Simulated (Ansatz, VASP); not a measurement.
# Nb (Niobium): VASP beside Ansatz

Wanted: the spread between two codes on one cell, functional and k mesh. The cell is taken from a series of VASP runs on this material, whose earlier steps may have relaxed, scaled or displaced it; both programs get it as it stands.

Program: Ansatz 0.2.0. Level of theory: plane waves, with VASP 6.6.1 beside it; relaxation of cell and atoms at PBE. Results are calculated unless marked as measured.

**1. Starting point**

Symmetry: Im-3m, No. 229, cubic system. Conventional cell: a = 3.300 Å, b = 3.300 Å, c = 3.300 Å, α = 90.00°, β = 90.00°, γ = 90.00°. Nearest to Nb lie 8 Nb at 2.86 Å.

As a file:

```cif
data_structure
_symmetry_space_group_name_H-M 'Im-3m'
_symmetry_Int_Tables_number 229
_cell_length_a 3.3004
_cell_length_b 3.3004
_cell_length_c 3.3004
_cell_angle_alpha 90.000
_cell_angle_beta 90.000
_cell_angle_gamma 90.000
_cell_volume 35.95
loop_
_atom_site_label
_atom_site_type_symbol
_atom_site_symmetry_multiplicity
_atom_site_Wyckoff_symbol
_atom_site_fract_x
_atom_site_fract_y
_atom_site_fract_z
_atom_site_occupancy
Nb1 Nb 2 a 0.00000 0.00000 0.00000 1
```

**2. Ansatz: relaxation of cell and atoms, PBE**

Ansatz runs on its default PAW (the set named soft_2) files.

The relaxed volume is the usual yardstick between codes: its relative difference is about their pressure difference at one cell divided by the bulk modulus.

input.yaml reads:

```yaml
crystal:
  lattice:
    - [-1.6502, 1.6502, 1.6502]
    - [1.6502, -1.6502, 1.6502]
    - [1.6502, 1.6502, -1.6502]
  atoms:
    - { symbol: Nb, position: [0.0, 0.0, 0.0] }
hamiltonian:
  xc: pbe
  pseudopotentials: { kind: paw }
kpoints:
  mp_grid: { grid: [12, 12, 12] }
scf:
  occupations: { method: methfessel_paxton, width: 0.1 }
relax:
  f_tol: 0.01
  max_steps: 60
  cell: { stress_tol: 0.05 }
output:
  forces: true
  stress: true
```

Run with:

```bash
$ ansatz run input.yaml --threads 4 --pin off --max-ram 9216MiB --backend cpu --events-out ev --progress --plain --runs-dir out
```

Numbers of over 12 decimals in the logs are rounded to 6 here.

The log of the run:

```text
Engine: ansatz 0.2.0, aarch64-unknown-linux-gnu
Pseudopotentials: kind: paw
Pseudopotential: Nb, paw, valence charge 13, recommended cutoff 420 eV (normal), Nb.paw.azcp
Functional definition: PBE
  parameter kappa = 0.804
  parameter beta = 0.066725
  exchange = pbe_x(kappa = kappa, mu = beta*pi^2/3)
  correlation = pbe_c(beta = beta)
Crystal: 1 atoms, lattice volume = 17.975 Å³
Basis set: ecut = 420 eV, 369 PW (Γ), exchange–correlation on 40×40×40 points (8 copies of the dense FFT grid, shifted against one another)
Bands: 11, of which v1, the nominal top of the filled ones, is band 7 counted from 1 (6 counted from 0)
Symmetry: 48 space group operations
Space group: Im-3m (ITA 229), of the structure as read, at distance tolerance 2.6e-5 Å
k-points: 72 of 1728
Non-local potential: Nb, projectors of the file, l = 0: 3, l = 1: 2, l = 2: 2, l = 3: 1
PAW form: soft (Blöchl's): semilocal exchange-correlation on the pseudo side does not see the compensation charge
PAW one-centre angular grid: Nb, 590 points (default); XC on 64 Gauss nodes
Initial density: superposition of atomic densities (neutral atoms: chi_scale 0, normalization atom), corrected by the library's trained network
Initial wavefunctions: pseudopotential atomic-orbital guess
Functional: x = pbe(κ = 0.804, μ = 0.219515), c = pbe(β = 0.066725)
SCF iter   1: F=—  HF=-4552.295718 eV  |F-HF|=—  |Δ(HF+E_count)|=         —  Δρ=4.01e-3  dr2=2.27e-3  ethr=1.77e-3  ⟨swp⟩=5.0  Hψ=4594  notcnv=0
preconditioner: auto → none  [metal: Δε(μ)=0.019 eV  Ē_g=7.626 eV  σ=0.100 eV  W_gap=0.16  n_scr=0 (ndim 8)  ℏωp=19.6 eV  f_vac=0.000  D(μ)=0.88/eV (n_scr^D=12)]
SCF iter   2: F=—  HF=-4552.295245 eV  |F-HF|=—  |Δ(HF+E_count)|=   4.72e-4  S|Δr|=    0.00e0  Δρ=1.61e-3  dr2=2.19e-4  ethr=1.75e-5  ⟨swp⟩=2.2  Hψ=1653  notcnv=0
SCF iter   3: F=—  HF=-4552.295252 eV  |F-HF|=—  |Δ(HF+E_count)|=   6.94e-6  S|Δr|=    0.00e0  Δρ=4.94e-4  dr2=2.21e-5  ethr=1.69e-6  ⟨swp⟩=1.0  Hψ=769  notcnv=0
SCF iter   4: F=—  HF=-4552.295254 eV  |F-HF|=—  |Δ(HF+E_count)|=   2.20e-6  S|Δr|=    0.00e0  Δρ=3.44e-5  dr2=5.29e-8  ethr=7.69e-10  ⟨swp⟩=3.9  Hψ=2929  notcnv=0
SCF iter   5: F=-4552.295254 eV  HF=-4552.295254 eV  |F-HF|=5.22e-10  |Δ(HF+E_count)|=   1.83e-8  S|Δr|=    0.00e0  Δρ=4.86e-6  dr2=1.15e-9  ethr=4.07e-10  ⟨swp⟩=2.0  Hψ=2709  notcnv=0
SCF 1 converged in 5 iterations: F = -4552.295254 eV  dr2 = 1.15e-9
  greatest PAW one-centre occupation: 0.998 electrons in one spin orbital (limit 2), on the Nb atom at site 0 (counted from 0), in its partial waves of l = 0
relax step   1: F+E_penalty+E_count = -4552.29525419 eV  Δ(F+E_penalty+E_count) = +0.000e0 eV  max|allowed force component| = 0.000e0 eV/Å  Δτ_max = 0.0000 Å  P = +1.422 GPa  Ω = 17.975 Å³  (5 SCF iters, dr2 threshold 1.00e-7 eV, accepted)
[...]
relax step   2: F+E_penalty+E_count = -4552.29193609 eV  Δ(F+E_penalty+E_count) = +3.318e-3 eV  max|allowed force component| = 0.000e0 eV/Å  Δτ_max = 0.0000 Å  P = -3.359 GPa  Ω = 18.481 Å³  energy of the carried Pulay correction = -9.391e-5 eV  (4 SCF iters, dr2 threshold 1.00e-7 eV, rejected (line search))
[...]
relax step   3: F+E_penalty+E_count = -4552.29586023 eV  Δ(F+E_penalty+E_count) = -6.060e-4 eV  max|allowed force component| = 0.000e0 eV/Å  Δτ_max = 0.0000 Å  P = -0.038 GPa  Ω = 18.123 Å³  energy of the carried Pulay correction = -2.767e-5 eV  (6 SCF iters, accepted)
[...]
relax step   4: F+E_penalty+E_count = -4552.29588521 eV  Δ(F+E_penalty+E_count) = -2.498e-5 eV  max|allowed force component| = 0.000e0 eV/Å  Δτ_max = 0.0000 Å  P = -0.038 GPa  Ω = 18.123 Å³  stress off target by 3.80e-2 GPa  SCF on the basis re-selected at this cell (its energy is not comparable with the rows above)  (4 SCF iters)
basis re-selected at this cell: Δ(F+E_penalty+E_count) = -2.498e-5 eV, ΔP = +0.000 GPa vs the last step (what re-selecting the basis moved, of the pressure what is left beyond the Pulay correction that the steps carried, after the strain that the cell walked since its last selection, with what the two solves' SCF thresholds leave and, on support functions, any second-order correction that the steps lacked; it is no measure of the basis error at this ecutwfc). This SCF's stress stands 3.80e-2 GPa from its target on what of the cell is left free (relax.cell.stress_tol is 5.00e-2 GPa) and its largest allowed force component is 0.00e0 eV/Å (relax.f_tol is 1.00e-2 eV/Å): [rest of the remark cut]
SCF converged after 4 iterations
Stability not checked: this state was not tested for a lower state beside it, because cold or Methfessel-Paxton smearing, or corrected tetrahedra, fill the levels in a way that the test cannot read (fill_not_monotonic; see scf.lower_state_search)
Free energy (F): -4552.295885 eV
Harris-Foulkes:  -4552.295885 eV  (|F-HF|=2.73e-12)
Internal energy: -4552.296777 eV  (E = F + TS)
E sigma→0 (E₀):  -4552.296108 eV
Entropy (-TS):   0.000892 eV (0.892 meV/atom)
Fermi energy:    17.600559 eV
--- Per-component energies (eV) ---
  E_band       = -69.077411
  E_kinetic    = 394.965351
  E_local      = -696.924896  (includes V_loc(G=0)·N_el)
  E_nonlocal   = 119.880837
  E_hartree    = 216.904873
  E_xc         = -175.680623
  E_vxc        = -213.139432  (∫ρ·V_xc dr)
  E_paw        = -3073.408142  (= ΣΔE_a)
  E_vpaw       = -107.669025  (= ΣTr[D̂ρ^β])
  E_aug_tail   = 0.000006  (compensation charges beyond the density's cutoff)
  E_ewald      = -1338.034181
  E_smearing   = 0.000892  (= −TS)
  E_closure    = 0.000000  (closes the sum)
  Σ components = -4552.295885   (vs F -4552.295885, Δ=0.00e0)
--- Forces (eV/Å), atoms counted from 1 ---
  atom   1  Nb    -0.00000000    -0.00000000    -0.00000000
  max |Σ_I F_I| component: 1.44e-32 eV/Å
--- Stress (GPa, compression-positive) ---
       -0.038031      -0.000000      -0.000000
        0.000000      -0.038031       0.000000
       -0.000000       0.000000      -0.038031
  P = ⅓ Tr σ = -0.0380 GPa (-0.380 kbar)
--- Relaxed structure (3 steps of the walk, 2 accepted, 1 SCFs on fresh bases) ---
  F+E_penalty+E_count = -4552.29588521 eV   max|allowed force component| = 0.000e0 eV/Å   (the final SCF, on the basis selected at the relaxed cell)
  cell:  # Å, volume = 18.1227 Å³
    - [-1.654707, 1.654707, 1.654707]
    - [1.654707, -1.654707, 1.654707]
    - [1.654707, 1.654707, -1.654707]
  atoms:
    - { symbol: Nb, position: [0.0, 0.0, 0.0] }
```

Elapsed: 1.1 s, on 4 threads of Arm Neoverse V1, shared host; peak memory 0.28 GiB.

**3. VASP: relaxation of cell and atoms, PBE**

The same cell, functional, mesh and smearing now go to VASP, with its own data sets and cutoff.

Lines of VASP's logs that name or quote its potential files are left out, and so is its time.

INCAR reads:

```
SYSTEM = Nb
PREC = Accurate
ENCUT = 450
EDIFF = 1E-06
NELM = 100
ISMEAR = 1
SIGMA = 0.1
LREAL = .FALSE.
ALGO = Normal
GGA = PE
NBANDS = 12
LORBIT = 11
LWAVE = .FALSE.
LCHARG = .FALSE.
KPAR = 2
IBRION = 2
NSW = 50
ISIF = 3
EDIFFG = -0.01
```

POSCAR reads:

```
Nb
1.0
   -1.6502000000      1.6502000000      1.6502000000
    1.6502000000     -1.6502000000      1.6502000000
    1.6502000000      1.6502000000     -1.6502000000
Nb
1
Direct
    0.0000000000      0.0000000000      0.0000000000
```

KPOINTS reads:

```
Automatic mesh
0
Gamma
12 12 12
0 0 0
```

The projector-augmented-wave data sets are Nb_sv (PBE family, release 64).

Run with:

```bash
$ mpirun -np 2 vasp_std
```

The log of the run:

```text
[banner, memory and clock lines left out]
running    2 mpi-ranks, on    1 nodes
 distrk:  each k-point on    1 cores,    2 groups
 distr:  one band on    1 cores,    1 groups

 POSCAR found type information on POSCAR Nb
 POSCAR found :  1 types and       1 ions
 LDA part: xc-table for (Slater+PW92), standard interpolation
 POSCAR, INCAR and KPOINTS ok, starting setup
 FFT: planning ... GRIDC
 FFT: planning ... GRID_SOFT
 FFT: planning ... GRID
 WAVECAR not read
 entering main loop
       N       E                     dE             d eps       ncg     rms          rms(c)
DAV:   1     0.105072729342E+03    0.10507E+03   -0.65973E+03  1736   0.966E+02
DAV:   2    -0.663067151968E+01   -0.11170E+03   -0.10799E+03  1912   0.361E+02
DAV:   3    -0.104065149491E+02   -0.37758E+01   -0.35858E+01  2400   0.581E+01
DAV:   4    -0.106357692403E+02   -0.22925E+00   -0.22788E+00  2492   0.133E+01
DAV:   5    -0.106444351076E+02   -0.86659E-02   -0.86643E-02  2444   0.205E+00    0.730E+00
DAV:   6    -0.102678687332E+02    0.37657E+00   -0.57588E-01  2740   0.940E+00    0.258E+00
DAV:   7    -0.102217412813E+02    0.46127E-01   -0.18729E-01  2852   0.532E+00    0.961E-01
DAV:   8    -0.102267935905E+02   -0.50523E-02   -0.11624E-02  2076   0.140E+00    0.605E-02
DAV:   9    -0.102268581902E+02   -0.64600E-04   -0.97497E-04  2840   0.311E-01    0.389E-02
DAV:  10    -0.102268754300E+02   -0.17240E-04   -0.23770E-05  2064   0.622E-02    0.126E-02
DAV:  11    -0.102268679353E+02    0.74946E-05   -0.42319E-06  2236   0.329E-02    0.204E-03
DAV:  12    -0.102268680659E+02   -0.13050E-06   -0.11707E-07  1192   0.430E-03
   1 F= -.10226868E+02 E0= -.10227151E+02  d E =-.102269E+02
 curvature:   0.00 expect dE= 0.000E+00 dE for cont linesearch  0.000E+00
 trial: gam= 0.00000 g(F)=  0.117E-63 g(S)=  0.112E-02 ort = 0.000E+00 (trialstep = 0.100E+01)
 search vector abs. value=  0.112E-02
 bond charge predicted
       N       E                     dE             d eps       ncg     rms          rms(c)
DAV:   1    -0.102490117804E+02   -0.22144E-01   -0.62830E-01  2284   0.110E+01    0.119E+00
DAV:   2    -0.102279031425E+02    0.21109E-01   -0.49942E-02  2476   0.287E+00    0.355E-01
DAV:   3    -0.102254870843E+02    0.24161E-02   -0.17563E-02  3084   0.130E+00    0.212E-01
DAV:   4    -0.102259116489E+02   -0.42456E-03   -0.36491E-04  2324   0.197E-01    0.111E-01
DAV:   5    -0.102263720062E+02   -0.46036E-03   -0.11538E-03  2876   0.216E-01    0.484E-02
DAV:   6    -0.102263604978E+02    0.11508E-04   -0.32973E-05  1960   0.687E-02    0.775E-03
DAV:   7    -0.102263591755E+02    0.13223E-05   -0.52787E-06  2688   0.180E-02    0.366E-03
DAV:   8    -0.102263595853E+02   -0.40979E-06   -0.97659E-08  1020   0.363E-03
   2 F= -.10226360E+02 E0= -.10226663E+02  d E =0.508481E-03
 trial-energy change:    0.000508  1 .order    0.000503   -0.001115    0.002122
 step:   0.3423(harm=  0.3446)  dis= 0.00000  next Energy=   -10.227059 (dE=-0.191E-03)
 bond charge predicted
       N       E                     dE             d eps       ncg     rms          rms(c)
DAV:   1    -0.102367567967E+02   -0.10398E-01   -0.27070E-01  2272   0.724E+00    0.789E-01
DAV:   2    -0.102277335858E+02    0.90232E-02   -0.20976E-02  2436   0.187E+00    0.236E-01
DAV:   3    -0.102266434607E+02    0.10901E-02   -0.75684E-03  3088   0.864E-01    0.144E-01
DAV:   4    -0.102268548860E+02   -0.21143E-03   -0.16807E-04  2336   0.135E-01    0.716E-02
DAV:   5    -0.102270587988E+02   -0.20391E-03   -0.51930E-04  2844   0.147E-01    0.315E-02
DAV:   6    -0.102270580754E+02    0.72342E-06   -0.15326E-05  2000   0.458E-02    0.423E-03
DAV:   7    -0.102270583948E+02   -0.31942E-06   -0.32533E-06  2484   0.123E-02
   3 F= -.10227058E+02 E0= -.10227345E+02  d E =-.190329E-03
 curvature:  -0.17 expect dE=-0.198E-10 dE for cont linesearch -0.198E-10
 trial: gam=-0.00032 g(F)=  0.181E-61 g(S)=  0.115E-09 ort = 0.358E-06 (trialstep = 0.868E+00)
 search vector abs. value=  0.100E-09
 reached required accuracy - stopping structural energy minimisation
```

From OUTCAR (step 3):

```text
ion  position               nearest neighbor table
   1  0.000  0.000  0.000-

  LATTYP: Found a body centered cubic cell.
 ALAT       =     3.3004000000

 Subroutine GETGRP returns: Found 48 space group operations
 (whereof 48 operations were pure point group operations)

The static configuration has the point symmetry O_h .

 Found     72 irreducible k-points:

   k-points           NKPTS =     72   k-points in BZ     NKDIM =     72   number of bands    NBANDS=     12

   dimension x,y,z NGX =    20 NGY =   20 NGZ =   20
   dimension x,y,z NGXF=    40 NGYF=   40 NGZF=   40

   ENCUT  =  450.0 eV  33.07 Ry    5.75 a.u.   4.94  4.94  4.94*2*pi/ulx,y,z

   NELECT =      13.0000    total number of electrons

 k-points in reciprocal lattice and weights: Automatic mesh
   0.00000000  0.00000000  0.00000000       0.001
   0.08333333  0.00000000  0.00000000       0.007
   0.16666667  0.00000000  0.00000000       0.007
   0.25000000  0.00000000  0.00000000       0.007
   0.33333333  0.00000000  0.00000000       0.007
   0.41666667  0.00000000  0.00000000       0.007
   0.50000000  0.00000000  0.00000000       0.003
   0.08333333  0.08333333  0.00000000       0.014
   0.16666667  0.08333333 -0.00000000       0.028
[...]
0.50000000  0.50000000  0.41666667       0.007
   0.50000000  0.50000000  0.50000000       0.001

 average (electrostatic) potential at core
       1 -76.8166

 E-fermi :  11.0974

 k-point     1 :       0.0000    0.0000    0.0000
  band No.  band energies     occupation
      1     -43.2267      2.00000
      2     -18.5301      2.00000
      3     -18.5301      2.00000
      4     -18.5301      2.00000
      5       5.2116      2.00000
      6      11.5147     -0.00000
      7      11.5147     -0.00000
      8      11.5147     -0.00000
      9      14.4129      0.00000
     10      14.4129      0.00000
    ...

 k-point     2 :       0.0833    0.0000    0.0000
  band No.  band energies     occupation
      1     -43.2108      2.00000
      2     -18.6272      2.00000
      3     -18.5596      2.00000
      4     -18.5309      2.00000
      5       5.4956      2.00000
      6      11.3417     -0.00297
      7      11.4685     -0.00000
      8      11.7877     -0.00000
      9      14.1614      0.00000
     10      14.4148      0.00000
    ...

 k-point     3 :       0.1667    0.0000    0.0000
  band No.  band energies     occupation
    ...
      2     -18.8867      2.00000
      3     -18.6394      2.00000
      4     -18.5331      2.00000
      5       6.2549      2.00000
      6      10.9060      2.02092
      7      11.2527     -0.05041
      8      12.5819     -0.00000
      9      13.8320      0.00000
     10      14.4479      0.00000
     11      25.9409      0.00000
    ...

  Total        0.0000282      0.0000282      0.0000282      0.0000000      0.0000000     -0.0000000
  in kB        0.0025039      0.0025039      0.0025039      0.0000000      0.0000000     -0.0000000
  external PRESSURE =       0.0025039 kB  Pullay stress =       0.0000000 kB

  energy-cutoff  :      450.00
  volume of cell :       18.05
      direct lattice vectors                 reciprocal lattice vectors
    -1.652592516  1.652592516  1.652592516     0.000000000  0.302554922  0.302554922
     1.652592516 -1.652592516  1.652592516     0.302554922  0.000000000  0.302554922
     1.652592516  1.652592516 -1.652592516     0.302554922  0.302554922  0.000000000

 POSITION                                       TOTAL-FORCE (eV/Angst)
 -----------------------------------------------------------------------------------
      0.00000      0.00000      0.00000         0.000000     -0.000000      0.000000
 -----------------------------------------------------------------------------------
    total drift:                                0.000000     -0.000000      0.000000

  FREE ENERGIE OF THE ION-ELECTRON SYSTEM (eV)
  ---------------------------------------------------
  free  energy   TOTEN  =       -10.2270583948 eV

  energy  without entropy=      -10.2279194407  energy(sigma->0) =      -10.22734541

 reached required accuracy - stopping structural energy minimisation

 total charge
# of ion       s       p       d       tot
------------------------------------------
    1        2.221   5.997   2.508  10.727

[... 3 further parts left out ...]
```

This run has no spin polarisation. Its electron count is odd, so without a moment it is a metal by construction.

**4. Differences**

Known differences besides the potentials themselves: both relaxations stop at a tolerance, which leaves soft axes loose, and VASP keeps its plane-wave basis; the cutoff is 420 eV in Ansatz and 450 eV in VASP; VASP leaves aspherical gradient terms in its spheres out (LASPH is not set), Ansatz keeps them; Ansatz adds a Pulay correction to the stress that steers its cell, VASP none. Total energies have different zeros and are not compared.

Both answers:

```csv
quantity,Ansatz,VASP,difference
volume (Å³),18.12,18.05,+0.38 %
"edge a after relaxation, in the typed setting (Å)",2.866,2.862,+0.13 %
```

The walks stopped with -0.04 GPa left in Ansatz and 0.00 GPa in VASP; each walk ends within a tolerance, so the volume difference is uncertain by about these residues over the bulk modulus, most in soft cells.

**5. What came out**

```json
{
  "difference in volume (relaxation of cell and atoms, PBE)": "0.38 %"
}
```

In words: The difference in volume is 0.38 % (relaxation of cell and atoms, PBE), within the 1.2 % picked in this series as the mark of a large difference, as far as the stopping tolerances let one tell. How closely two codes agree says nothing of how well the functional describes the real material.

[Lines on the potential files, build, host, timing and source positions are cut from VASP's logs without a mark.]

[Logs are printed without paths, hosts, clocks, repeated set-up lines and the standing remarks that a program may print on its own settings, such as how far it seeks lower states.]

[Hosts, paths, dates, database ids (printed as entryN), source tags and the programs' standing remarks are cut or masked in the printed files.]
